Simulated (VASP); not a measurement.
Data:

```yaml
crystal:
  lattice:
    - [-2.11148, 2.11148, 6.74222]
    - [2.11148, -2.11148, 6.74222]
    - [2.11148, 2.11148, -6.74222]
  atoms:
    - { symbol: Ca, position: [0.75000, 0.25000, 0.50000] }
    - { symbol: Ca, position: [0.00000, 0.00000, 0.00000] }
    - { symbol: Si, position: [0.33482, 0.83482, 0.50000] }
    - { symbol: Si, position: [0.58482, 0.58482, 0.00000] }
    - { symbol: Si, position: [0.41518, 0.41518, 0.00000] }
    - { symbol: Si, position: [0.16518, 0.66518, 0.50000] }
```

These are PBEsol GGA, VASP's PBE PAW potentials (set 64) (plane waves; VASP 6.6.1) values and carry that method's errors. Run with 400 eV cut-off, 11×11×11 Γ-centred mesh, tetrahedra with Blöchl corrections, potentials Ca_sv Si.

The cores are frozen, which limits the accuracy of field gradients.

Task: Give the principal components of the electric field gradient (V/Å²) and the asymmetry η at each nucleus.

Result: 
```
atom    Vxx   Vyy   Vzz     η
----  -----  ----  ----  ----
Ca1     1.3   1.3  -2.6  0.00
Ca2     1.3   1.3  -2.6  0.00
Si3   -20.8  -5.8  26.6  0.56
Si4   -20.8  -5.8  26.6  0.56
Si5   -20.8  -5.8  26.6  0.56
Si6   -20.8  -5.8  26.6  0.56
```

The structure comes from a computed database's CaSi2 entry (I4_1/amd); how it stands against other phases isn't given here. It was relaxed first.
